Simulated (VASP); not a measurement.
Consider the following.

```yaml
crystal:
  lattice:
    - [2.28983, -3.96611, 0.00000]
    - [2.28983, 3.96611, 0.00000]
    - [0.00000, 0.00000, 7.44966]
  atoms:
    - { symbol: Mg, position: [0.66667, 0.33333, 0.49973] }
    - { symbol: Mg, position: [0.33333, 0.66667, 0.99973] }
    - { symbol: Te, position: [0.66667, 0.33333, 0.87627] }
    - { symbol: Te, position: [0.33333, 0.66667, 0.37627] }
```

Calculation: optB86b-vdW, VASP's PBE PAW potentials (set 64) (plane waves; VASP). Settings: 520 eV cut-off, Gaussian smearing of 0.050 eV, potentials Mg Te.

Unless said otherwise, spin-orbit coupling is left out, though it shifts the bands of the heavy elements here.

### Question
Give the energies of bands 3 to 11 at the high-symmetry points, in eV from the valence-band maximum.

### Answer

| band | Γ | M | K | A | L | H |
|---|---|---|---|---|---|---|
| 3 | -3.22 | -3.05 | -2.53 | -1.99 | -3.13 | -2.92 |
| 4 | -0.49 | -2.59 | -2.53 | -1.99 | -3.13 | -2.92 |
| 5 | -0.49 | -1.95 | -2.34 | -0.26 | -0.88 | -1.93 |
| 6 | -0.01 | -1.22 | -1.39 | -0.26 | -0.88 | -1.93 |
| 7 | -0.01 | -0.99 | -1.39 | -0.26 | -0.88 | -0.62 |
| 8 | 0.00 | -0.44 | -1.36 | -0.26 | -0.88 | -0.62 |
| 9 | 2.44 | 3.16 | 3.51 | 3.45 | 3.21 | 3.90 |
| 10 | 2.99 | 3.87 | 5.70 | 3.45 | 3.21 | 3.90 |
| 11 | 5.27 | 4.24 | 5.70 | 5.53 | 4.28 | 5.11 |

The gap is direct, 2.44 eV, from the valence maximum at Γ to the conduction minimum at Γ.

The compound is MgTe in the wurtzite structure. It was relaxed first.
